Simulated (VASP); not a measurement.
Level of theory: PBEsol GGA, VASP's PBE PAW potentials (set 64) (plane waves; VASP).

The input files of a VASP run:

INCAR:
```
ALGO = Normal
EDIFF = 1E-7
ENCUT = 600
GGA = PS
ISIF = 2
ISMEAR = 1
LASPH = .TRUE.
LCHARG = .FALSE.
LMAXMIX = 4
LREAL = .FALSE.
LWAVE = .FALSE.
NELM = 100
PREC = Accurate
SIGMA = 0.1
SYSTEM = TiC
```

**KPOINTS**
```
Automatic mesh
0
Gamma
14 14 14
0 0 0
```

File POSCAR:
```
TiC
1
    0.0000000000     2.1475313647     2.1475313647
    2.1153183942     0.0000000000     2.1475313647
    2.1153183942     2.1475313647     0.0000000000
Ti C
1 1
Direct
  0.0000000000   0.0000000000   0.0000000000
  0.5000000000   0.5000000000   0.5000000000
```

POTCAR, in this order: Ti_sv C (PBE.64 set). Program: vasp_std.

Output of the run:

OSZICAR:
```
       N       E                     dE             d eps       ncg     rms          rms(c)
DAV:   1     0.128585321096E+03    0.12859E+03   -0.92697E+03  5864   0.178E+03
DAV:   2    -0.144977307356E+02   -0.14308E+03   -0.13612E+03  6052   0.405E+02
DAV:   3    -0.245822679634E+02   -0.10085E+02   -0.96552E+01  7636   0.102E+02
DAV:   4    -0.250960015743E+02   -0.51373E+00   -0.51278E+00  7604   0.218E+01
DAV:   5    -0.251145272554E+02   -0.18526E-01   -0.18524E-01  7892   0.368E+00    0.198E+01
DAV:   6    -0.203162373376E+02    0.47983E+01   -0.28761E+01  6956   0.704E+01    0.668E+00
DAV:   7    -0.198265259452E+02    0.48971E+00   -0.37750E+00  6732   0.259E+01    0.530E+00
DAV:   8    -0.197910263594E+02    0.35500E-01   -0.21484E-01  6288   0.674E+00    0.192E+00
DAV:   9    -0.197987961582E+02   -0.77698E-02   -0.61644E-02  6904   0.256E+00    0.914E-01
DAV:  10    -0.197945274590E+02    0.42687E-02   -0.18121E-02  6996   0.215E+00    0.308E-01
DAV:  11    -0.197942854384E+02    0.24202E-03   -0.20303E-03  6920   0.542E-01    0.672E-02
DAV:  12    -0.197942113252E+02    0.74113E-04   -0.21869E-04  6324   0.245E-01    0.206E-02
DAV:  13    -0.197941998628E+02    0.11462E-04   -0.26217E-05  8020   0.823E-02    0.384E-03
DAV:  14    -0.197941998408E+02    0.21970E-07   -0.61535E-07  6856   0.999E-03
   1 F= -.19794200E+02 E0= -.19794214E+02  d E =0.409892E-04
```

**OUTCAR**
```
------------------------ aborting loop because EDIFF is reached ----------------------------------------
  FORCE on cell =-STRESS in cart. coord.  units (eV):
  Direction    XX          YY          ZZ          XY          YZ          ZX
  --------------------------------------------------------------------------------------
  Total        1.0570236      0.2087046      0.2087046      0.0000000      0.0000000      0.0000000
  in kB       86.7981550     17.1379056     17.1379056      0.0000000      0.0000000      0.0000000
  external PRESSURE =      40.3579887 kB  Pullay stress =       0.0000000 kB
  volume of cell :       19.51
      direct lattice vectors                 reciprocal lattice vectors
     0.000000000  2.147531365  2.147531365    -0.236371036  0.232825470  0.232825470
     2.115318394  0.000000000  2.147531365     0.236371036 -0.232825470  0.232825470
     2.115318394  2.147531365  0.000000000     0.236371036  0.232825470 -0.232825470
 POSITION                                       TOTAL-FORCE (eV/Angst)
 -----------------------------------------------------------------------------------
      0.00000      0.00000      0.00000         0.000000      0.000000     -0.000000
      2.11532      2.14753      2.14753        -0.000000     -0.000000      0.000000
 -----------------------------------------------------------------------------------
    total drift:                                0.000000     -0.000000     -0.000000
  FREE ENERGIE OF THE ION-ELECTRON SYSTEM (eV)
  ---------------------------------------------------
  free  energy   TOTEN  =       -19.7941998408 eV

  energy  without entropy=      -19.7942408300  energy(sigma->0) =      -19.79421350
```
(Selected blocks of OUTCAR.)

The compound is TiC in the rock salt structure. This cell was strained or had an atom moved on purpose.
